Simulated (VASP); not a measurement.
Energy against volume of GdN (rock salt). Level of theory: PBE GGA with D3 dispersion (Becke-Johnson damping), VASP's PBE PAW potentials (set 64) (plane waves; VASP 6.6.1). Numerical set-up: 520 eV cut-off, 13×13×13 Γ-centred mesh, first-order Methfessel-Paxton smearing of 0.10 eV, potentials Gd_3 N.

The 4f electrons are frozen in the core of the lanthanide potential, so 4f levels, which can set the real gap, and their magnetism are missing.

```json
[
 {"V (Å³/atom)": "14.144", "E (eV/atom)": "-8.43897"},
 {"V (Å³/atom)": "14.595", "E (eV/atom)": "-8.46261"},
 {"V (Å³/atom)": "15.047", "E (eV/atom)": "-8.46996"},
 {"V (Å³/atom)": "15.498", "E (eV/atom)": "-8.46338"}
]
```

Problem. Fit these four points and predict the energy of the run at 15.949 Å³/atom.

Solution. A cubic in V^(−2/3), the third-order Birch-Murnaghan form, passes through the four points with V0 = 15.05 Å³/atom and B0 = 164 GPa, and gives -8.4449 eV/atom there. The run gave -8.4449 eV/atom, -0.0 meV/atom from the fit; all five points give B0 = 164 GPa.

The compound is GdN in the rock salt structure. It was relaxed first.
